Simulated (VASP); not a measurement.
# Band gap of GaN at several levels of theory, part 3 of 3

Aim: the gap of GaN on one structure at many levels of theory. The starting structure is a measured crystal structure from the Crystallography Open Database. The atoms were first relaxed with LDA in that cell, in a run that isn't shown, and the relaxed structure is the one below. Meshes and data sets differ where the inputs say so.

VASP 6.6.1.

Results so far: LDA 1.867 eV; PBE 1.851 eV; r2SCAN 2.249 eV; LDA + spin-orbit coupling 1.864 eV; r2SCAN + spin-orbit coupling 2.247 eV; TB-mBJ + spin-orbit coupling 3.036 eV.

### 9. Bands with HSE06

Level of this step: HSE06; plane waves and PAW (Ga_d, N) (VASP).

HSE06 mixes in a quarter of exact exchange at short range, at far higher cost; in semiconductors this cures much of the gap error, while metals seldom gain. This run uses a 5×5×3 mesh. Its starting orbitals come from a semilocal run on the same mesh, not shown.

Input file INCAR:

```
SYSTEM = GaN
PREC = Accurate
ENCUT = 460
EDIFF = 1E-06
NELM = 100
ISMEAR = 0
SIGMA = 0.03
LREAL = .FALSE.
ALGO = Normal
LHFCALC = .TRUE.
AEXX = 0.25
GGA = PE
HFSCREEN = 0.2
LASPH = .TRUE.
NBANDS = 24
PRECFOCK = Fast
LORBIT = 11
LWAVE = .FALSE.
LCHARG = .FALSE.
KPAR = 8
```

Input file POSCAR:

```
GaN
1.0
    3.1972000000      0.0000000000      0.0000000000
   -1.5986000000      2.7688564210      0.0000000000
    0.0000000000      0.0000000000      5.2070000000
Ga N
2 2
Direct
    0.3333333333      0.6666666667      0.0916875968
    0.6666666667      0.3333333333      0.5916875968
    0.3333333333      0.6666666667      0.4683124032
    0.6666666667      0.3333333333      0.9683124032
```

Input file KPOINTS:

```
Automatic mesh
0
Gamma
5 5 3
0 0 0
```

Input file KPOINTS_OPT:

```
Line mode
10
Line-mode
Reciprocal
  0.00000000   0.00000000   0.00000000 GAMMA
  0.50000000   0.00000000   0.00000000 M

  0.50000000   0.00000000   0.00000000 M
  0.33333333   0.33333333   0.00000000 K

  0.33333333   0.33333333   0.00000000 K
  0.00000000   0.00000000   0.00000000 GAMMA

  0.00000000   0.00000000   0.00000000 GAMMA
  0.00000000   0.00000000   0.50000000 A

  0.00000000   0.00000000   0.50000000 A
  0.50000000   0.00000000   0.50000000 L

  0.50000000   0.00000000   0.50000000 L
  0.33333333   0.33333333   0.50000000 H

  0.33333333   0.33333333   0.50000000 H
  0.00000000   0.00000000   0.50000000 A

  0.50000000   0.00000000   0.50000000 L
  0.50000000   0.00000000   0.00000000 M

  0.33333333   0.33333333   0.00000000 K
  0.33333333   0.33333333   0.50000000 H
```

The projector-augmented-wave data sets are Ga_d and N (PBE family, release 64).

Launch:

```sh
$ mpirun -np 8 vasp_std
```

Numbers of over 12 decimals in the logs are rounded to 6 here.

Log:

```text
[banner, memory and clock lines left out]
running    8 mpi-ranks, on    1 nodes
[...]
[... a notice as in an earlier step ...]

 LDA part: xc-table for (Slater+PW92), standard interpolation
 found WAVECAR, reading the header
 POSCAR, INCAR and KPOINTS ok, starting setup
[...]
reading WAVECAR
 the WAVECAR file was read successfully
 initial charge from wavefunction
 entering main loop
       N       E                     dE             d eps       ncg     rms          rms(c)
DAV:   1    -0.296042975850E+02   -0.29604E+02   -0.23750E+00   664   0.361E+01    0.124E+00
DAV:   2    -0.295809974027E+02    0.23300E-01   -0.22866E-01   744   0.816E+00    0.808E-01
DAV:   3    -0.295688403126E+02    0.12157E-01   -0.40398E-02   744   0.305E+00    0.481E-01
DAV:   4    -0.295683119950E+02    0.52832E-03   -0.71145E-03   832   0.104E+00    0.267E-01
[...]
DAV:   9    -0.295677444108E+02    0.51094E-05   -0.35684E-06   576   0.180E-02    0.137E-02
[...]
1 F= -.29567742E+02 E0= -.29567742E+02  d E =-.123890E-20
 Start KPOINTS_OPT (optional k-point list driver)
k-point batch [1-10\90]
       N       E                     dE             ncg
DAV:   1     0.853233694854E+03   -0.61446E+04      512
DAV:   2    -0.205326339097E+04   -0.29065E+04      504
DAV:   3    -0.243605229802E+04   -0.38279E+03      544
DAV:   4    -0.245441501944E+04   -0.18363E+02      656
DAV:   5    -0.245485632382E+04   -0.44130E+00      632
DAV:   6    -0.245487404501E+04   -0.17721E-01      784
DAV:   7    -0.245487453142E+04   -0.48641E-03      592
DAV:   8    -0.245487453999E+04   -0.85658E-05      528
DAV:   9    -0.245487454027E+04   -0.28637E-06      416
[...]
k-point batch [81-90\90]
       N       E                     dE             ncg
DAV:   1     0.609139579758E+03   -0.14221E+05      512
DAV:   2    -0.223621434077E+04   -0.28454E+04      512
DAV:   3    -0.256683746057E+04   -0.33062E+03      608
DAV:   4    -0.258007414666E+04   -0.13237E+02      608
DAV:   5    -0.258031534277E+04   -0.24120E+00      576
DAV:   6    -0.258032374944E+04   -0.84067E-02      712
DAV:   7    -0.258032391246E+04   -0.16303E-03      576
DAV:   8    -0.258032391444E+04   -0.19773E-05      392
DAV:   9    -0.258032391458E+04   -0.13738E-06      424
```

Run time: 14 min. Hardware: 8 MPI ranks of Intel Xeon Platinum 8488C (Sapphire Rapids), shared host; peak memory 2.4 GiB.

OUTCAR, selected parts (step 9):

```text
 POSITION                                       TOTAL-FORCE (eV/Angst)
 -----------------------------------------------------------------------------------
     -0.00000      1.84590      0.47742         0.000000     -0.000000     -0.022706
      1.59860      0.92295      3.08092        -0.000000     -0.000000     -0.022706
     -0.00000      1.84590      2.43850        -0.000000     -0.000000      0.022706
      1.59860      0.92295      5.04200         0.000000      0.000000      0.022706
 -----------------------------------------------------------------------------------
    total drift:                                0.000001      0.000001     -0.000110

  FREE ENERGIE OF THE ION-ELECTRON SYSTEM (eV)
  ---------------------------------------------------
  free  energy   TOTEN  =       -29.5677422591 eV

  energy  without entropy=      -29.5677422591  energy(sigma->0) =      -29.56774226

[... 1 part as in an earlier step ...]

[... 2 further parts left out ...]
[key lines of the parts left out:]
E-fermi :   4.5856
```

HSE06 gives a direct gap of 3.139 eV. The least gap is +1.272 eV from that of LDA, on another mesh, which alone can move a gap by some hundredths of an eV.

### 10. Bands with PBE0

PBE0 keeps a quarter of exact exchange at all ranges; it tends to overshoot small gaps. This run uses a 5×5×3 mesh. It starts from the orbitals of an earlier run, not shown.

INCAR, as its differences from that of step 9:

```diff
@@ -12,3 +12,2 @@
 GGA = PE
-HFSCREEN = 0.2
 LASPH = .TRUE.
@@ -16,2 +15,3 @@
 PRECFOCK = Fast
+HFRCUT = -1
 LORBIT = 11
```

POSCAR is that of step 9.

KPOINTS is that of step 9.

KPOINTS_OPT is that of step 9.

Launch:

```sh
$ mpirun -np 8 vasp_std
```

Log:

```text
[banner, memory and clock lines left out]
running    8 mpi-ranks, on    1 nodes
[...]
[... a notice as in an earlier step ...]

 LDA part: xc-table for (Slater+PW92), standard interpolation
 found WAVECAR, reading the header
 POSCAR, INCAR and KPOINTS ok, starting setup
[...]
HFRCUT set to (new)   9.380158
 reading WAVECAR
 the WAVECAR file was read successfully
 initial charge from wavefunction
 entering main loop
       N       E                     dE             d eps       ncg     rms          rms(c)
DAV:   1    -0.313546693757E+02   -0.31355E+02   -0.22263E+00   664   0.351E+01    0.120E+00
DAV:   2    -0.313430316528E+02    0.11638E-01   -0.21525E-01   776   0.761E+00    0.833E-01
DAV:   3    -0.313295752765E+02    0.13456E-01   -0.37844E-02   712   0.296E+00    0.478E-01
DAV:   4    -0.313291130951E+02    0.46218E-03   -0.80246E-03   864   0.104E+00    0.270E-01
[...]
DAV:   9    -0.313285869479E+02    0.56330E-05   -0.34098E-06   520   0.196E-02    0.137E-02
[...]
1 F= -.31328585E+02 E0= -.31328585E+02  d E =-.715068E-17
 Start KPOINTS_OPT (optional k-point list driver)
k-point batch [1-10\90]
       N       E                     dE             ncg
DAV:   1     0.785386903892E+03   -0.62125E+04      512
DAV:   2    -0.218770446873E+04   -0.29731E+04      504
DAV:   3    -0.257724496811E+04   -0.38954E+03      536
DAV:   4    -0.259538703635E+04   -0.18142E+02      656
DAV:   5    -0.259581120926E+04   -0.42417E+00      632
DAV:   6    -0.259582798393E+04   -0.16775E-01      760
DAV:   7    -0.259582841881E+04   -0.43489E-03      592
DAV:   8    -0.259582842660E+04   -0.77846E-05      552
DAV:   9    -0.259582842685E+04   -0.25070E-06      408
[...]
k-point batch [81-90\90]
       N       E                     dE             ncg
DAV:   1     0.529334520912E+03   -0.14301E+05      512
DAV:   2    -0.237507590313E+04   -0.29044E+04      512
DAV:   3    -0.270954471391E+04   -0.33447E+03      608
DAV:   4    -0.272271461926E+04   -0.13170E+02      616
DAV:   5    -0.272295566514E+04   -0.24105E+00      616
DAV:   6    -0.272296328532E+04   -0.76202E-02      688
DAV:   7    -0.272296337924E+04   -0.93914E-04      576
DAV:   8    -0.272296338025E+04   -0.10119E-05      384
DAV:   9    -0.272296338040E+04   -0.15195E-06      432
```

It took 14 min on 8 MPI ranks; peak memory 1.7 GiB; 1.9 h of CPU time.

OUTCAR, selected parts (step 10):

```text
 POSITION                                       TOTAL-FORCE (eV/Angst)
 -----------------------------------------------------------------------------------
     -0.00000      1.84590      0.47742         0.000000      0.000000     -0.022360
      1.59860      0.92295      3.08092        -0.000000      0.000000     -0.022360
     -0.00000      1.84590      2.43850         0.000000      0.000000      0.022360
      1.59860      0.92295      5.04200        -0.000000     -0.000000      0.022360
 -----------------------------------------------------------------------------------
    total drift:                                0.000002      0.000000     -0.001551

  FREE ENERGIE OF THE ION-ELECTRON SYSTEM (eV)
  ---------------------------------------------------
  free  energy   TOTEN  =       -31.3285845715 eV

  energy  without entropy=      -31.3285845715  energy(sigma->0) =      -31.32858457

[... 2 parts as in an earlier step ...]

[... 1 further part left out ...]
[key lines of the parts left out:]
E-fermi :   4.1943
```

PBE0 gives a direct gap of 3.834 eV. The least gap is +1.967 eV from that of LDA, on another mesh, which alone can move a gap by some hundredths of an eV.

### 11. All runs side by side

| level | ended | gap (eV) | least direct gap (eV) | mesh | core minutes |
| --- | --- | --- | --- | --- | --- |
| LDA | converged | 1.867 | 1.867 | 8×8×4 | 1.25 |
| PBE | converged | 1.851 | 1.851 | 8×8×4 | 1.36 |
| r2SCAN | converged | 2.249 | 2.25 | 8×8×4 | 3.73 |
| TB-mBJ | not converged | - | - | 8×8×4 | 11.6 |
| LDA + spin-orbit coupling | converged | 1.864 | 1.864 | 8×8×4 | 4.93 |
| r2SCAN + spin-orbit coupling | converged | 2.247 | 2.247 | 8×8×4 | 16.1 |
| TB-mBJ + spin-orbit coupling | converged | 3.036 | 3.036 | 8×8×4 | 14.1 |
| HSE06 | converged | 3.139 | 3.139 | 5×5×3 | 112.0 |
| PBE0 | converged | 3.834 | 3.834 | 5×5×3 | 114.0 |

Core minutes are wall time times ranks of the run shown, on a shared host.

### 12. Outcome

| Item | Value |
| --- | --- |
| gap, LDA | 1.867 eV |
| gap, PBE | 1.851 eV |
| gap, r2SCAN | 2.249 eV |
| gap, LDA + spin-orbit coupling | 1.864 eV |
| gap, r2SCAN + spin-orbit coupling | 2.247 eV |
| gap, TB-mBJ + spin-orbit coupling | 3.036 eV |
| gap, HSE06 | 3.139 eV |
| gap, PBE0 | 3.834 eV |

In words: Without spin-orbit coupling the gap of GaN runs from 1.851 eV (PBE) to 3.834 eV (PBE0). HSE06 gives +1.29 eV from PBE, on another mesh, which alone can move a gap by some hundredths of an eV. Spin-orbit coupling changes the LDA gap by -0.003 eV. Spin-orbit coupling changes the r2SCAN gap by -0.002 eV. These are gaps between Kohn-Sham or generalised Kohn-Sham levels of a static lattice, without excitons or temperature. No result to use came from TB-mBJ. Further runs on this material are not shown.

[Lines on the potential files, build, host, timing and source positions are cut from VASP's logs without a mark.]

[Logs are printed without paths, hosts, clocks, repeated set-up lines and the standing remarks that a program may print on its own settings, such as how far it seeks lower states.]

[Hosts, paths, dates, database ids (printed as entryN), source tags and the programs' standing remarks are cut or masked in the printed files.]
